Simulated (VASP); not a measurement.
Here is the system:

```
CELL_PARAMETERS angstrom
      0.00000     1.71340     1.71340
      1.71340     0.00000     1.71340
      1.71340     1.71340     0.00000
ATOMIC_POSITIONS crystal
  Ni 0.00000 0.00000 0.00000
```
Starting moments (μB, in the order of the record's atoms Ni): 0.8.

All values below come from MS2 meta-GGA, VASP's PBE PAW potentials (set 64) (plane waves; VASP 6.6.1). Run with 520 eV cut-off, 18×18×18 Γ-centred mesh, first-order Methfessel-Paxton smearing of 0.10 eV, potentials Ni.

Problem. Predict the cell moment, energy per atom (σ→0), pressure, band gap (on the k-mesh) with the smallest direct gap where there is one.

Solution. 
```json
{
 "band gap (on the k-mesh)": "none (metal, semimetal or under 0.01 eV)",
 "cell_moment": "0.76 μB",
 "energy per atom (σ→0)": "-7.782 eV/atom",
 "pressure": "7.13 GPa"
}
```

Problem. Give the moment on each site (PAW-sphere projection).

Solution. 
```tsv
site	moment (μB)
Ni1	0.77
```

The compound is Ni in the fcc structure. This cell is one point of a volume scan, at 0.97 of the reference volume.
